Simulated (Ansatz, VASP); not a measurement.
# N (N2 molecule): VASP beside Ansatz

Wanted: the spread between two codes on one cell, functional and k mesh. The structure shown is the start of the Ansatz relaxation below; VASP solves that cell, so the two are compared at the walk's first step.

Program: Ansatz 0.2.0. Level of theory: plane waves, with VASP 6.6.1 beside it; single point at HSE06. Results are calculated unless marked as measured.

## 1. The structure

The cell holds 2 atoms: 2 N. Cell: a = 12.000 Å, b = 12.500 Å, c = 13.000 Å, α = 90.0°, β = 90.0°, γ = 90.0°. Vacuum lies along a, b and c.

## 2. Ansatz: relaxation, HSE06

Ansatz runs on its default PAW (the set named soft_2) files.

The two programs are compared at the cell with which this relaxation starts, whose forces are those of its first step.

The input, input.yaml:

```yaml
crystal:
  lattice:
    - [12.0, 0.0, 0.0]
    - [0.0, 12.5, 0.0]
    - [0.0, 0.0, 13.0]
  atoms:
    - { symbol: "N", position: [0.45, 0.47, 0.4576076395] }
    - { symbol: "N", position: [0.45, 0.47, 0.5423923605] }
basis:
  ecutwfc: 420
  xc_grid: 2
hamiltonian:
  xc: hse06
kpoints:
  mp_grid: { grid: [1, 1, 1] }
scf:
  occupations: { method: fixed }
  max_iter: 150
output:
  forces: true
relax:
  f_tol: 0.01
  max_steps: 60
checkpoint:
  write: "../hse06.run"
  compress: false
  write_wavefunctions: false
  write_every: 100000
```

Started as:

```console
> ansatz run input.yaml --threads 4 --pin off --max-ram 9420MiB --backend cpu --events-out ev --progress --plain --runs-dir out
```

Numbers of over 12 decimals in the logs are rounded to 6 here.

The program printed:

```text
Engine: ansatz 0.2.0, aarch64-unknown-linux-gnu
Pseudopotentials: kind: paw
Pseudopotential: N, paw, valence charge 5, recommended cutoff 420 eV (normal), N.paw.azcp
Functional definition: HSE06
  parameter a = 0.25
  parameter omega = 0.11/bohr
  exchange = pbe_x - a*pbe_x_sr(omega) + a*exact_x_sr(omega)
  correlation = pbe_c
davidson cushion auto → on  (no smearing: the cushion is to keep the highest requested band from converging to the state above it; pin scf.eigensolver.cushion to override)
Crystal: 2 atoms, lattice volume = 1950.000 Å³
Basis set: ecut = 420 eV, 38063 PW (Γ), exchange–correlation on 162×180×180 points (8 copies of the dense FFT grid, shifted against one another)
Bands: 9, of which v1, the nominal top of the filled ones, is band 5 counted from 1 (4 counted from 0)
Symmetry: 8 space group operations
Space group: Pmmm (ITA 47), of the structure as read, at distance tolerance 1.2e-4 Å
k-points: 1
Non-local potential: N, projectors of the file, l = 0: 2, l = 1: 2, l = 2: 1
PAW form: soft (Blöchl's): semilocal exchange-correlation on the pseudo side does not see the compensation charge
PAW frozen core: N, regenerated for the run's functional, and the local potential with it (the file was generated under x = pbe(κ = 0.804, μ = 0.219515), c = pbe(β = 0.066725))
PAW one-centre angular grid: N, 110 points (default); XC on 64 Gauss nodes
Initial density: superposition of atomic densities (neutral atoms: chi_scale 0, normalization atom), corrected by the library's trained network
Initial wavefunctions: pseudopotential atomic-orbital guess
Functional: x = pbe(κ = 0.804, μ = 0.219515), c = pbe(β = 0.066725), warm-up for x = pbe(κ = 0.804, μ = 0.219515) + 0.25 (exact − pbe) at short range (hse, ω = 0.207870 Å⁻¹), c = pbe(β = 0.066725); HSE06 as pw.x's `hse` composes it (authors' and Libxc's form: `xc: wpbeh`)
SCF iter   1: F=—  HF=-768.003629 eV  |F-HF|=—  |Δ(HF+E_count)|=         —  Δρ=9.72e-4  dr2=1.37e-2  ethr=1.77e-3  ⟨swp⟩=20.0  Hψ=72  notcnv=0
preconditioner: auto → none  [insulator: Δε(μ)=8.267 eV  Ē_g=10.640 eV  n_scr=44 (ndim 8)  ℏωp=2.4 eV  f_vac=0.962]
SCF iter   2: F=—  HF=-768.018534 eV  |F-HF|=—  |Δ(HF+E_count)|=   1.49e-2  Δρ=3.85e-4  dr2=1.45e-3  ethr=1.37e-4  ⟨swp⟩=4.0  Hψ=32  notcnv=0  defer=2
SCF iter   3: F=—  HF=-768.028105 eV  |F-HF|=—  |Δ(HF+E_count)|=   9.57e-3  Δρ=1.10e-4  dr2=1.53e-4  ethr=1.45e-5  ⟨swp⟩=5.0  Hψ=36  notcnv=0  defer=2
iter 4 solved again at ethr=9.78e-9 eV; its pass at ethr=1.53e-6 eV (dr2=9.78e-7 eV) is discarded
SCF iter   4: F=—  HF=-768.029847 eV  |F-HF|=—  |Δ(HF+E_count)|=   1.74e-3  Δρ=1.31e-5  dr2=1.15e-6  ethr=9.78e-9  ⟨swp⟩=4.0  Hψ=67  notcnv=0  defer=4
SCF iter   5: F=-768.029848 eV  HF=-768.029848 eV  |F-HF|=6.09e-8  |Δ(HF+E_count)|=   8.26e-7  Δρ=1.41e-6  dr2=2.58e-8  ethr=9.78e-9  ⟨swp⟩=3.0  Hψ=26  notcnv=0  defer=4
SCF 1 converged in 5 iterations: F = -768.029848 eV  dr2 = 2.58e-8
  greatest PAW one-centre occupation: 0.856 electrons in one spin orbital (limit 2), on the N atom at site 1 (counted from 0), in its partial waves of l = 0
Initial density: handed on by an earlier stage of this run
Initial wavefunctions: those handed on with the density
Functional: x = pbe(κ = 0.804, μ = 0.219515) + 0.25 (exact − pbe) at short range (hse, ω = 0.207870 Å⁻¹), c = pbe(β = 0.066725); HSE06 as pw.x's `hse` composes it (authors' and Libxc's form: `xc: wpbeh`)
Exchange kernel: α = 0.2500, screened, ω = 0.2079 Å⁻¹, Wigner–Seitz truncation, v(0) = 990.6604 eV·Å³, q-mesh 1×1×1, nearest image of the exchange supercell L = 12.00 Å, pair-density grid 81×81×90, without the augmentation charges, whose exchange is taken in its separable form (the finest that the files' search goes to)
Frozen-core exchange: fock
iter 1 solved again at ethr=4.93e-5 eV; its pass at ethr=1.00e-1 eV (dr2=4.93e-3 eV) is discarded
SCF iter   1: F=—  HF=-767.671411 eV  |F-HF|=—  |Δ(HF+E_count)|=         —  Δρ=9.38e-4  dr2=6.58e-3  ethr=4.93e-5  ⟨swp⟩=7.0  Hψ=69  notcnv=0
preconditioner: auto → none  [insulator: Δε(μ)=10.671 eV  Ē_g=12.686 eV  n_scr=44 (ndim 8)  ℏωp=2.4 eV  f_vac=0.951]
SCF iter   2: F=—  HF=-767.668707 eV  |F-HF|=—  |Δ(HF+E_count)|=   2.70e-3  Δρ=3.56e-4  dr2=8.96e-4  ethr=4.93e-5  ⟨swp⟩=3.0  Hψ=26  notcnv=0
SCF iter   3: F=—  HF=-767.670878 eV  |F-HF|=—  |Δ(HF+E_count)|=   2.17e-3  Δρ=1.38e-4  dr2=1.13e-4  ethr=7.65e-6  ⟨swp⟩=4.0  Hψ=32  notcnv=0  defer=2
SCF iter   4: F=—  HF=-767.670830 eV  |F-HF|=—  |Δ(HF+E_count)|=   4.79e-5  Δρ=2.39e-5  dr2=4.56e-6  ethr=1.10e-6  ⟨swp⟩=3.0  Hψ=24  notcnv=0  defer=2
SCF iter   5: F=-767.670848 eV  HF=-767.670849 eV  |F-HF|=6.38e-7  |Δ(HF+E_count)|=   1.89e-5  Δρ=1.02e-5  dr2=7.96e-7  ethr=3.18e-8  ⟨swp⟩=5.0  Hψ=37  notcnv=0  defer=2
SCF 2 stopped early in 5 iterations: F = -767.670848 eV  dr2 = 7.96e-7
[...]
hybrid outer 1: dexx = +1.003e-4 eV, tail = 1.32e-5 eV
Exchange kernel: α = 0.2500, screened, ω = 0.2079 Å⁻¹, Wigner–Seitz truncation, v(0) = 990.6604 eV·Å³, q-mesh 1×1×1, nearest image of the exchange supercell L = 12.00 Å, pair-density grid 81×81×90, without the augmentation charges, whose exchange is taken in its separable form (the finest that the files' search goes to)
Frozen-core exchange: fock
SCF iter   1: F=—  HF=-767.684537 eV  |F-HF|=—  |Δ(HF+E_count)|=         —  Δρ=2.23e-5  dr2=6.66e-6  ethr=6.61e-7  ⟨swp⟩=2.0  Hψ=22  notcnv=0
preconditioner: auto → none  [insulator: Δε(μ)=10.876 eV  Ē_g=12.829 eV  n_scr=44 (ndim 8)  ℏωp=2.4 eV  f_vac=0.952]
SCF iter   2: F=—  HF=-767.684534 eV  |F-HF|=—  |Δ(HF+E_count)|=   2.92e-6  Δρ=5.72e-6  dr2=4.79e-7  ethr=6.59e-8  ⟨swp⟩=5.0  Hψ=32  notcnv=0
SCF iter   3: F=-767.684534 eV  HF=-767.684534 eV  |F-HF|=1.02e-9  |Δ(HF+E_count)|=   1.63e-7  Δρ=7.19e-7  dr2=1.32e-8  ethr=4.08e-9  ⟨swp⟩=4.0  Hψ=32  notcnv=0  defer=2
SCF 7 converged in 3 iterations: F = -767.684534 eV  dr2 = 1.32e-8
  Residual-converged pass: ⟨swp⟩=3.0  Hψ=20  notcnv=0  max |occ|·‖R‖ = 5.2e-6 eV (tolerance 6.3e-6 eV)  dr2=1.34e-8  dr2_onsite=5.37e-10  max |Δocc| = 0.0e0
hybrid outer 2: dexx = +1.055e-7 eV, tail = 2.76e-8 eV, Δε = 5.51e-3 eV (about 5.71e-4 eV left of the loop's levels), ΔF = 1.71e-4 eV/Å (tail 5.48e-3)
relax step   3: F+E_penalty+E_count = -767.68453433 eV  Δ(F+E_penalty+E_count) = -3.074e-4 eV  max|allowed force component| = 8.707e-3 eV/Å  Δτ_max = 0.0010 Å  (6 SCF iters, dr2 threshold 6.16e-6 eV, accepted)
[...]
relax step   4: F+E_penalty+E_count = -767.68453433 eV  Δ(F+E_penalty+E_count) = -4.026e-9 eV  max|allowed force component| = 1.113e-2 eV/Å  Δτ_max = 0.0000 Å  (4 SCF iters, accepted)
[...]
relax step   5: F+E_penalty+E_count = -767.68453450 eV  Δ(F+E_penalty+E_count) = -1.715e-7 eV  max|allowed force component| = 8.370e-3 eV/Å  Δτ_max = 0.0001 Å  (7 SCF iters, accepted)
hybrid SCF converged: 3 outer / 7 inner (+0 warm-up), last move |dexx| = 1.80e-11 eV, tail = 2.53e-11 eV
Stability not checked: this state was not tested for a lower state beside it, because the functional holds exact exchange (a hybrid, or Hartree-Fock), whose exchange loop this test does not read (fock_operator; see scf.lower_state_search)
Free energy (F): -767.684535 eV
Frozen-core exchange: fock
Harris-Foulkes:  -767.684535 eV  (|F-HF|=2.27e-11)
Internal energy: -767.684535 eV  (E = F + TS)
E sigma→0 (E₀):  -767.684535 eV
Fermi energy:    -11.695173 eV
--- Per-component energies (eV) ---
  E_band       = -166.666329
  E_kinetic    = 251.507416
  E_local      = -1512.432933  (includes V_loc(G=0)·N_el)
  E_nonlocal   = 95.025525
  E_hartree    = 600.162370
  E_xc         = -92.682683
  E_vxc        = -116.146023  (∫ρ·V_xc dr)
  E_exx        = -26.078082  (= α·E_x^exact, valence–valence)
  E_paw        = -250.932041  (= ΣΔE_a)
  E_vpaw       = -32.789068  (= ΣTr[D̂ρ^β])
  E_aug_tail   = 0.000173  (compensation charges beyond the density's cutoff)
  E_ewald      = 167.790015
  E_core_change = -0.044293  (= ΣΔE_core)
  E_smearing   = -0.000000  (= −TS)
  E_closure    = -0.000000  (closes the sum)
  Σ components = -767.684535   (vs F -767.684535, Δ=1.14e-13)
--- Forces (eV/Å), atoms counted from 1 ---
  atom   1  N     -0.00000000     0.00000000    -0.00836951
  atom   2  N     -0.00000000     0.00000000     0.00836951
  max |Σ_I F_I| component: 6.62e-24 eV/Å
--- Band table (eV) ---
  k-point 0: bands = ["-31.0716", "-15.0788", "-12.7438", "-12.7438", "-11.6952", "-0.8183", "-0.8182"]
  guard bands above this table: 2 of the run's 9 bands. The solve was not asked for them (output.publish_guard_bands: true or output.eigenvalues: true publishes all)
--- Relaxed structure (5 steps of the walk, 5 accepted, 0 SCFs on fresh bases) ---
  F+E_penalty+E_count = -767.68453450 eV   max|allowed force component| = 8.370e-3 eV/Å
  atoms:
    - { symbol: N, position: [0.45, 0.470000, 0.458126] }
    - { symbol: N, position: [0.45, 0.470000, 0.541874] }
```

## 3. VASP: single point, HSE06, start cell

The same cell, functional and mesh now go to VASP, with its own data sets.

Lines of VASP's logs that name or quote its potential files are left out, and so is its time.

The run reads the wave functions of an earlier VASP run, which isn't shown here.

The input, INCAR:

```
SYSTEM = N
PREC = Accurate
ENCUT = 990
EDIFF = 1E-06
NELM = 100
ISMEAR = 0
SIGMA = 0.01
LREAL = .FALSE.
ALGO = Normal
LHFCALC = .TRUE.
AEXX = 0.25
GGA = PE
HFSCREEN = 0.208
LASPH = .TRUE.
NBANDS = 11
PRECFOCK = Fast
LORBIT = 11
LWAVE = .FALSE.
LCHARG = .FALSE.
ISIF = 2
```

The input, POSCAR:

```
N
1.0
   12.0000000000      0.0000000000      0.0000000000
    0.0000000000     12.5000000000      0.0000000000
    0.0000000000      0.0000000000     13.0000000000
N
2
Direct
    0.4500000000      0.4700000000      0.4576076154
    0.4500000000      0.4700000000      0.5423923846
```

The input, KPOINTS:

```
Automatic mesh
0
Gamma
1 1 1
0 0 0
```

The projector-augmented-wave data sets are N_h (PBE family, release 64).

Started as:

```console
> export OMP_NUM_THREADS=6
> mpirun -np 1 vasp_gam
```

The program printed:

```text
[banner, memory and clock lines left out]
running    1 mpi-ranks, on    1 nodes
 distrk:  each k-point on    1 cores,    1 groups
 distr:  one band on    1 cores,    1 groups
 Offloading initialized ...    1 GPUs detected
 POSCAR found type information on POSCAR N
 POSCAR found :  1 types and       2 ions
 LDA part: xc-table for (Slater+PW92), standard interpolation
 found WAVECAR, reading the header
 POSCAR, INCAR and KPOINTS ok, starting setup
 FFT: planning ... GRIDC
 FFT: planning ... GRID_SOFT
 FFT: planning ... GRID
 reading WAVECAR
 the WAVECAR file was read successfully
 initial charge from wavefunction
 entering main loop
       N       E                     dE             d eps       ncg     rms          rms(c)
DAV:   1    -0.206559540511E+02   -0.20656E+02   -0.32382E-01    36   0.581E+00    0.466E-01
DAV:   2    -0.206564656510E+02   -0.51160E-03   -0.38668E-03    38   0.391E-01    0.283E-01
DAV:   3    -0.206557536905E+02    0.71196E-03   -0.91769E-04    36   0.253E-01    0.153E-01
DAV:   4    -0.206555608178E+02    0.19287E-03   -0.16598E-04    33   0.123E-01    0.850E-02
DAV:   5    -0.206554909667E+02    0.69851E-04   -0.22568E-05    22   0.537E-02    0.487E-02
DAV:   6    -0.206554652208E+02    0.25746E-04   -0.63071E-06    22   0.273E-02    0.283E-02
DAV:   7    -0.206554580331E+02    0.71877E-05   -0.28877E-06    22   0.152E-02    0.166E-02
DAV:   8    -0.206554584716E+02   -0.43851E-06   -0.12872E-06    22   0.884E-03
   1 F= -.20655458E+02 E0= -.20655458E+02  d E =-.327996E-57
```

OUTCAR, selected parts (step 3):

```text
ion  position               nearest neighbor table
   1  0.450  0.470  0.458-   2 1.10
   2  0.450  0.470  0.542-   1 1.10

  LATTYP: Found a simple orthorhombic cell.
 ALAT       =    12.0000000000
 B/A-ratio  =     1.0416666667
 C/A-ratio  =     1.0833333333

 Subroutine GETGRP returns: Found  8 space group operations
 (whereof  2 operations were pure point group operations)

The static configuration has the point symmetry C_1h.
 The point group associated with its full space group is D_2h.

 Found      1 irreducible k-points:

   k-points           NKPTS =      1   k-points in BZ     NKDIM =      1   number of bands    NBANDS=     11

   dimension x,y,z NGX =   126 NGY =  128 NGZ =  140
   dimension x,y,z NGXF=   252 NGYF=  256 NGZF=  280

   ENCUT  =  990.0 eV  72.76 Ry    8.53 a.u.  30.79 32.07 33.35*2*pi/ulx,y,z

   NELECT =      10.0000    total number of electrons

 k-points in reciprocal lattice and weights: Automatic mesh
   0.00000000  0.00000000  0.00000000       1.000

  exchange ACFDT corr.  =         0.00000000  see jH, gK, PRB 81, 115126

 average (electrostatic) potential at core
       1 -99.6526       2 -99.6526

 E-fermi : -11.5775

 k-point     1 :       0.0000    0.0000    0.0000
  band No.  band energies     occupation
      1     -30.9107      2.00000
      2     -15.2113      2.00000
      3     -12.6414      2.00000
      4     -12.6414      2.00000
      5     -11.6903      2.00000
      6      -0.9898      0.00000
      7      -0.9897      0.00000
      8      -0.1781      0.00000
      9       0.6546      0.00000
     10       0.6948      0.00000
    ...

  Total        0.0038819     -0.0004856     -2.0929033      0.0000000      0.0000000      0.0000000
  in kB        0.0031895     -0.0003990     -1.7195909      0.0000000      0.0000000      0.0000000
  external PRESSURE =      -0.5722668 kB  Pullay stress =       0.0000000 kB

  energy-cutoff  :      990.00
  volume of cell :     1950.00
      direct lattice vectors                 reciprocal lattice vectors
    12.000000000  0.000000000  0.000000000     0.083333333  0.000000000  0.000000000
     0.000000000 12.500000000  0.000000000     0.000000000  0.080000000  0.000000000
     0.000000000  0.000000000 13.000000000     0.000000000  0.000000000  0.076923077

 POSITION                                       TOTAL-FORCE (eV/Angst)
 -----------------------------------------------------------------------------------
      5.40000      5.87500      5.94890         0.000000      0.000000      1.900055
      5.40000      5.87500      7.05110         0.000000      0.000000     -1.900055
 -----------------------------------------------------------------------------------
    total drift:                                0.000702      0.000186      0.000005

  FREE ENERGIE OF THE ION-ELECTRON SYSTEM (eV)
  ---------------------------------------------------
  free  energy   TOTEN  =       -20.6554584716 eV

  energy  without entropy=      -20.6554584716  energy(sigma->0) =      -20.65545847

 total charge
# of ion       s       p       d       tot
------------------------------------------
    1        0.804   1.475   0.000   2.279
    2        0.804   1.475   0.000   2.279
--------------------------------------------------
tot          1.607   2.950   0.000   4.557
```

The run ends at a pressure of -0.06 GPa, with forces up to 1.9 eV/Å.

## 4. Comparison

Known differences besides the potentials themselves: exact exchange at q = 0 is treated differently, which shows on coarse meshes; VASP keeps PBE cores, Ansatz makes them for the functional; fixed occupations in Ansatz, narrow Gaussian smearing in VASP; the cutoff is 420 eV in Ansatz and 990 eV in VASP; VASP takes a coarser grid for exact exchange (PRECFOCK = Fast). Total energies have different zeros and are not compared.

Forces (eV/Å; atoms numbered as in POSCAR):

```
atom        Ansatz x, y, z          VASP x, y, z
  N1   0.000, 0.000, 2.007   0.000, 0.000, 1.900
  N2  0.000, 0.000, -2.007  0.000, 0.000, -1.900
```

The forces differ by 62 meV/Å r.m.s., which is 5.6 % of the r.m.s. force of 1.097 eV/Å (both taken over all components).

## 5. Summary of results

```yaml
r_m_s_force_difference_single_point_hse06_start_cell: 5.6 % of the r.m.s. force
```

What this shows: The r.m.s. force difference is 5.6 % of the r.m.s. force (single point, HSE06, start cell), beyond the 3 % picked in this series as the mark of a large difference. What causes the difference of the single point, HSE06, start cell pair stays open here. 1 further run of this series is not shown here. Such differences can come from data sets, numerical settings and the points named under the comparisons, not from the functional's error against experiment.

[Lines on the potential files, build, host, timing and source positions are cut from VASP's logs without a mark.]

[Logs are printed without paths, hosts, clocks, repeated set-up lines and the standing remarks that a program may print on its own settings, such as how far it seeks lower states.]

[Hosts, paths, dates, database ids (printed as entryN), source tags and the programs' standing remarks are cut or masked in the printed files.]
